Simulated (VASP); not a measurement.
Consider the following.

```
CELL_PARAMETERS angstrom
      5.96316     0.00000     0.00000
      0.00000     6.72456     0.00000
      0.00000     0.00000     3.24222
ATOMIC_POSITIONS crystal
  Sb 0.31806 0.85845 0.50000
  Sb 0.68194 0.14155 0.50000
  Sb 0.81806 0.64155 0.00000
  Sb 0.18194 0.35845 0.00000
  Os 0.50000 0.50000 0.50000
  Os 0.00000 0.00000 0.00000
```

The numbers are results of r2SCAN meta-GGA with spin-orbit coupling, VASP's PBE PAW potentials (set 64) (plane waves; VASP), not measurements. Run with 400 eV cut-off, 4×3×6 Γ-centred mesh, Gaussian smearing of 0.050 eV, potentials Sb Os.

The path is coarsely sampled, so an indirect gap can come out somewhat too large.

**Question.** Predict the energy per atom (σ→0), band gap (over mesh and band path) with the smallest direct gap where there is one.

**Answer.** 
```json
{
  "band gap (over mesh and band path)": "0.56 eV",
  "smallest direct gap (over mesh and band path)": "1.08 eV",
  "energy per atom (σ→0)": "-35.020 eV/atom"
}
```

Total energies compare only between runs with the same potentials, cut-off and functional.

The structure comes from a computed database's Sb2Os entry (Pnnm); how it stands against other phases isn't given here. It was relaxed first.
